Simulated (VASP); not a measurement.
Method: PBE GGA, VASP's PBE PAW potentials (set 64) (plane waves; VASP 6.6.1).

VASP input:

File KPOINTS:
```
Automatic mesh
0
Gamma
10 10 10
0 0 0
```

POSCAR:
```
Ca
1
    0.0000000000     2.7900000000     2.7900000000
    2.7900000000     0.0000000000     2.7900000000
    2.7900000000     2.7900000000     0.0000000000
Ca
1
Direct
  0.0000000000   0.0000000000   0.0000000000
```

**INCAR**
```
SYSTEM=Ca
PREC=Accurate; ENCUT=400; LREAL=.FALSE.
LASPH=.TRUE.
EDIFF=1E-6; NELM=100; ALGO=Normal
ISMEAR=1; SIGMA=0.1
GGA=PE
IBRION=2; NSW=60; ISIF=3
EDIFFG=-0.01
LWAVE=.FALSE.; LCHARG=.FALSE.
```

POTCAR, in this order: Ca_sv (PBE.64 set). Program: vasp_std.

What VASP printed:

OSZICAR:
```
       N       E                     dE             d eps       ncg     rms          rms(c)
DAV:   1     0.546995075232E+02    0.54700E+02   -0.45636E+03   846   0.829E+02
DAV:   2    -0.954453697141E+00   -0.55654E+02   -0.55456E+02   883   0.212E+02
DAV:   3    -0.191365717665E+01   -0.95920E+00   -0.95674E+00  1343   0.299E+01
DAV:   4    -0.193822125200E+01   -0.24564E-01   -0.24554E-01  1291   0.377E+00
DAV:   5    -0.193852623692E+01   -0.30498E-03   -0.30482E-03  1327   0.289E-01    0.224E+00
DAV:   6    -0.193227658557E+01    0.62497E-02   -0.11126E-02  1094   0.132E+00    0.137E+00
DAV:   7    -0.193069066206E+01    0.15859E-02   -0.16510E-02  1040   0.176E+00    0.102E-01
DAV:   8    -0.193029230631E+01    0.39836E-03   -0.20897E-03  1007   0.481E-01    0.206E-02
DAV:   9    -0.193030672913E+01   -0.14423E-04   -0.13490E-04  1349   0.886E-02    0.607E-03
DAV:  10    -0.193030693149E+01   -0.20236E-06   -0.81135E-06  1164   0.324E-02
   1 F= -.19303069E+01 E0= -.19304289E+01  d E =-.193031E+01
       N       E                     dE             d eps       ncg     rms          rms(c)
DAV:   1    -0.196098178851E+01   -0.30675E-01   -0.86127E-01   904   0.111E+01    0.105E+00
DAV:   2    -0.193726578599E+01    0.23716E-01   -0.75408E-02   901   0.348E+00    0.541E-01
DAV:   3    -0.193108190085E+01    0.61839E-02   -0.47062E-02  1113   0.197E+00    0.175E-01
DAV:   4    -0.193133610591E+01   -0.25421E-03   -0.35900E-03  1014   0.695E-01    0.869E-02
DAV:   5    -0.193192944301E+01   -0.59334E-03   -0.92255E-04  1325   0.155E-01    0.422E-02
DAV:   6    -0.193198571716E+01   -0.56274E-04   -0.92951E-05  1441   0.672E-02    0.125E-02
DAV:   7    -0.193198313173E+01    0.25854E-05   -0.50442E-06  1069   0.266E-02    0.289E-03
DAV:   8    -0.193198275252E+01    0.37921E-06   -0.10811E-05  1286   0.157E-02    0.230E-04
DAV:   9    -0.193198304739E+01   -0.29487E-06   -0.38847E-08   481   0.169E-03
   2 F= -.19319830E+01 E0= -.19320606E+01  d E =-.167612E-02
       N       E                     dE             d eps       ncg     rms          rms(c)
DAV:   1    -0.193975115624E+01   -0.77684E-02   -0.22740E-01   898   0.571E+00    0.537E-01
DAV:   2    -0.193354559738E+01    0.62056E-02   -0.20189E-02   904   0.179E+00    0.279E-01
DAV:   3    -0.193190465374E+01    0.16409E-02   -0.12534E-02  1103   0.101E+00    0.921E-02
DAV:   4    -0.193197093250E+01   -0.66279E-04   -0.96202E-04   992   0.364E-01    0.451E-02
DAV:   5    -0.193213912057E+01   -0.16819E-03   -0.25948E-04  1326   0.838E-02    0.205E-02
DAV:   6    -0.193215452958E+01   -0.15409E-04   -0.22821E-05  1437   0.328E-02    0.560E-03
DAV:   7    -0.193215433181E+01    0.19777E-06   -0.26024E-06   980   0.188E-02
   3 F= -.19321543E+01 E0= -.19322014E+01  d E =-.184740E-02
```

### OUTCAR
```
------------------------ aborting loop because EDIFF is reached ----------------------------------------
  FORCE on cell =-STRESS in cart. coord.  units (eV):
  Direction    XX          YY          ZZ          XY          YZ          ZX
  --------------------------------------------------------------------------------------
  Total        0.0054316      0.0054316      0.0054316      0.0000000     -0.0000000     -0.0000000
  in kB        0.2063663      0.2063663      0.2063663      0.0000000     -0.0000000     -0.0000000
  external PRESSURE =       0.2063663 kB  Pullay stress =       0.0000000 kB
  volume of cell :       42.17
      direct lattice vectors                 reciprocal lattice vectors
    -0.000000000  2.762633173  2.762633173    -0.180986750  0.180986750  0.180986750
     2.762633173  0.000000000  2.762633173     0.180986750 -0.180986750  0.180986750
     2.762633173  2.762633173 -0.000000000     0.180986750  0.180986750 -0.180986750
 POSITION                                       TOTAL-FORCE (eV/Angst)
 -----------------------------------------------------------------------------------
      0.00000      0.00000      0.00000         0.000000     -0.000000      0.000000
 -----------------------------------------------------------------------------------
    total drift:                                0.000000      0.000000     -0.000000
  FREE ENERGIE OF THE ION-ELECTRON SYSTEM (eV)
  ---------------------------------------------------
  free  energy   TOTEN  =        -1.9321543318 eV

  energy  without entropy=       -1.9322955869  energy(sigma->0) =       -1.93220142

 reached required accuracy - stopping structural energy minimisation
```
(Selected blocks of OUTCAR.)

CONTCAR:
```
Ca
   1.00000000000000
    -0.0000000000000000    2.7626331733295033    2.7626331733295033
     2.7626331733295033    0.0000000000000000    2.7626331733295033
     2.7626331733295033    2.7626331733295033   -0.0000000000000000
  Ca
     1
Direct
     0.0000000000000000    0.0000000000000000    0.0000000000000000
```

Energy and stress use the plane-wave basis of the starting cell.

The compound is Ca in the fcc structure. This run relaxes it. Symmetry was kept, so distortions that lower it aren't found.
